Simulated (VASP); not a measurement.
GaP, 2 atoms in the cell. The structure is cubic, space group F-43m (No. 216). Conventional cell: a = 5.451 Å, b = 5.451 Å, c = 5.451 Å, α = 90.00°, β = 90.00°, γ = 90.00°. Ga (site symmetry -43m) is surrounded by 4 P at 2.36 Å. Around P (site symmetry -43m) lie 4 Ga at 2.36 Å. The cell was built by a generator and needn't be a form met in nature.

- Program: VASP 6.6.1
- Task: phonons
- Functional: LDA
- Potentials or basis: VASP PAW LDA potentials, release 64 (Ga_d, P)
- Cutoff: 520 eV
- k mesh: 8 × 8 × 8
- Occupations: gaussian, width 0.01 eV
- Spin: no spin polarisation
- Dipole correction: no
- Further INCAR settings: ALGO = Normal; EDIFF = 1e-08; NBANDS = 16; IBRION = 8; NSW = 1

Potentials or basis: VASP PAW LDA potentials, release 64 (Ga_d, P).

Run with:

```bash
$ cat potpaw_LDA.64/Ga_d/POTCAR potpaw_LDA.64/P/POTCAR > POTCAR
$ mpirun -np 1 vasp_std > vasp.out
```

Hardware: 1 thread of Intel(R) Xeon(R) Platinum 8488C (Sapphire Rapids), with other jobs on the host.

Problem. How long does it take, and how much memory?

Solution. It took 9.3 min on 1 thread of Intel(R) Xeon(R) Platinum 8488C (Sapphire Rapids), on a shared host, peak memory 0.28 GiB. Counts: scf iterations 168, k points 29.
